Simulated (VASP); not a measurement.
An input for Quantum ESPRESSO's pw.x (written as the equivalent of a VASP run, and not itself run):

```
&CONTROL
  calculation = 'vc-relax'
  pseudo_dir = './pseudo'
  outdir = './out'
  tprnfor = .true.
  tstress = .true.
  nstep = 60
  forc_conv_thr = 0.00078
/
&SYSTEM
  ibrav = 0
  nat = 6
  ntyp = 2
  ecutwfc = 94
  occupations = 'smearing'
  smearing = 'methfessel-paxton'
  degauss = 0.00735
  input_dft = 'pbe'
  nspin = 2
  starting_magnetization(1) = 0.25
/
&ELECTRONS
  conv_thr = 7.3e-08
  electron_maxstep = 100
/
&IONS
/
&CELL
/
ATOMIC_SPECIES
  Cr 51.996 Cr.upf
  O 15.999 O.upf
CELL_PARAMETERS angstrom
     4.4835824   -0.0000000    0.0000000
    -0.0000000    4.4835824    0.0000000
     0.0000000    0.0000000    2.9807974
ATOMIC_POSITIONS crystal
  Cr   0.0000000  1.0000000  0.0000000
  Cr   0.5000000  0.5000000  0.5000000
  O    0.3017493  0.3017493  0.0000000
  O    0.8017493  0.1982507  0.5000000
  O    0.1982507  0.8017493  0.5000000
  O    0.6982507  0.6982507  0.0000000
K_POINTS automatic
  6 6 9 0 0 0
HUBBARD {ortho-atomic}
U Cr-3d 3.7
```

**Question.** Translate this input to VASP (INCAR, KPOINTS, POSCAR, choice of POTCAR).

**Answer.** Several could match; the one computed here: 
INCAR:
```
ALGO = Normal
EDIFF = 1E-6
EDIFFG = -0.02
ENCUT = 520
GGA = PE
IBRION = 2
ISIF = 3
ISMEAR = 1
ISPIN = 2
LASPH = .TRUE.
LCHARG = .FALSE.
LDAU = .TRUE.
LDAUJ = 0 0
LDAUL = 2 -1
LDAUPRINT = 1
LDAUTYPE = 2
LDAUU = 3.7 0
LMAXMIX = 4
LORBIT = 10
LREAL = .FALSE.
LWAVE = .FALSE.
MAGMOM = 2.5 2.5 0.0 0.0 0.0 0.0
NELM = 100
NSW = 60
PREC = Accurate
SIGMA = 0.1
SYSTEM = CrO2
```

### KPOINTS
```
Automatic mesh
0
Gamma
6 6 9
0 0 0
```

File POSCAR:
```
CrO2
1
    4.4835824076    -0.0000000000     0.0000000000
   -0.0000000000     4.4835824076     0.0000000000
    0.0000000000     0.0000000000     2.9807974242
Cr O
2 4
Direct
  0.0000000000   1.0000000000   0.0000000000
  0.5000000000   0.5000000000   0.5000000000
  0.3017493167   0.3017493167   0.0000000000
  0.8017493167   0.1982506833   0.5000000000
  0.1982506833   0.8017493167   0.5000000000
  0.6982506833   0.6982506833   0.0000000000
```

POTCAR, in this order: Cr_pv O (PBE.64 set). Program: vasp_std.

What does not carry over: the potentials are each code's own (VASP's PAW set, PseudoDojo norm-conserving files in pw.x), so ENCUT and ecutwfc are chosen apart and not converted; conv_thr bounds pw.x's estimated SCF error, while EDIFF bounds the energy change between steps; starting_magnetization is a fraction of the valence charge and MAGMOM a moment in μB, so they match only roughly; the +U projectors differ (PAW spheres against orthogonalised atomic orbitals), so the same U acts differently; forc_conv_thr acts on force components and is met together with etot_conv_thr.

The compound is CrO2 in the rutile structure. It was relaxed first, which changed the volume by +5 %. The start is the result of an earlier pass.
